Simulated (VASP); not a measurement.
Given:

```
AlCo
1.0
    2.84983     0.00000     0.00000
    0.00000     2.84983     0.00000
    0.00000     0.00000     2.84983
Al Co
1 1
Direct
  0.50000   0.50000   0.50000
  0.00000   0.00000   0.00000
```

Computed with PBE GGA with spin-orbit coupling, VASP's PBE PAW potentials (set 64) (plane waves; VASP). Settings: 400 eV cut-off, 12×12×12 Γ-centred mesh, Gaussian smearing of 0.050 eV, potentials Al Co.

### Question
Predict the energy per atom (σ→0), band gap (over mesh and band path) with the smallest direct gap where there is one.

### Answer

```
Property                                                              Result
----------------------------------  ----------------------------------------
band gap (over mesh and band path)  none (metal, semimetal or under 0.01 eV)
energy per atom (σ→0)                                         -5.998 eV/atom
```

Total energies compare only between runs with the same potentials, cut-off and functional.

The compound is CoAl in the CsCl type structure. It was relaxed first.
